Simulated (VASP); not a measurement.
Consider the following.

```xyz
4
Lattice="3.0887 0.0000 0.0000 -1.5444 2.6749 0.0000 0.0000 0.0000 9.7765" Properties=species:S:1:pos:R:3 pbc="T T T"
Zr     0.0000     0.0000     0.0000
Zr    -1.5444     2.6749     4.8882
Al     0.0000     1.7833     2.4441
Al     1.5444     0.8916     7.3324
```

Calculation: PBE GGA, VASP's PBE PAW potentials (set 64) (plane waves; VASP 6.6.1). Run with 400 eV cut-off, 13×13×4 Γ-centred mesh, tetrahedra with Blöchl corrections, potentials Zr_sv Al.

The cores are frozen, which limits the accuracy of field gradients.

Question: Give the principal components of the electric field gradient (V/Å²) and the asymmetry η at each nucleus.

Answer: 
| atom | Vxx | Vyy | Vzz | η |
|---|---|---|---|---|
| Zr1 | -7.0 | -7.0 | 14.0 | 0.00 |
| Zr2 | -7.0 | -7.0 | 14.0 | 0.00 |
| Al3 | 20.6 | 20.6 | -41.2 | 0.00 |
| Al4 | 20.6 | 20.6 | -41.2 | 0.00 |

The structure was generated: ZrAl was put into the NiAs type type (P6_3/mmc), which need not be its known phase. It was relaxed first, which changed the volume by -36 %.
